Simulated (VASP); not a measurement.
```xyz
2
Lattice="1.4624 -2.5330 0.0000 1.4624 2.5330 0.0000 0.0000 0.0000 2.8484" Properties=species:S:1:pos:R:3 pbc="T T T"
W      0.0000     0.0000     0.0000
C      1.4624     0.8443     1.4242
```

Computed with PBE GGA, VASP's PBE PAW potentials (set 64) (plane waves; VASP). Run with 520 eV cut-off, Gaussian smearing of 0.050 eV, potentials W_sv C.

**Question.** Give the energies of bands 6 to 12 at the high-symmetry points, in eV from the Fermi level.

**Answer.** 
| band | Γ | M | K | A | L | H |
|---|---|---|---|---|---|---|
| 6 | -4.17 | -6.91 | -6.44 | -8.50 | -6.31 | -7.03 |
| 7 | -3.24 | -3.48 | -4.46 | -1.95 | -4.20 | -5.30 |
| 8 | -3.24 | -3.45 | -3.32 | -1.95 | -4.10 | -1.57 |
| 9 | 0.15 | -0.43 | 0.67 | -0.52 | 0.30 | -0.60 |
| 10 | 3.20 | 2.34 | 1.01 | -0.52 | 4.35 | 4.34 |
| 11 | 3.20 | 4.46 | 2.03 | 3.68 | 5.23 | 6.24 |
| 12 | 5.58 | 4.79 | 3.20 | 4.51 | 6.53 | 7.46 |

It has no gap at this level: it comes out as a metal or semimetal.

The compound is WC in the wc structure. It was relaxed first.
